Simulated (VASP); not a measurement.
Consider the following.

```yaml
crystal:
  lattice:
    - [2.95768, 0.00000, 0.00000]
    - [0.00000, 2.95768, 0.00000]
    - [0.00000, 0.00000, 2.95768]
  atoms:
    - { symbol: Y, position: [0.00000, 0.00000, 0.00000] }
    - { symbol: N, position: [0.50000, 0.50000, 0.50000] }
```

Level of theory: PBEsol GGA, VASP's PBE PAW potentials (set 64) (plane waves; VASP 6.6.1). Settings: 520 eV cut-off, 14×14×14 Γ-centred mesh, tetrahedra with Blöchl corrections, potentials Y_sv N.

**Question.** The job: YN (relaxed from the CsCl type structure, space group Pm-3m), 2 atoms, PBEsol, static run, 520 eV, 14×14×14 Γ-centred mesh. Roughly how much core time does it take on a busy server core?

**Answer.** About 20 core-seconds (one run on a shared machine, a rough figure). It had 120 irreducible k-points, 12 bands, up to 739 plane waves and 17 electronic steps.

The structure was generated: YN was put into the CsCl type type (Pm-3m), which need not be its known phase. It was relaxed first, which changed the volume by -34 %.
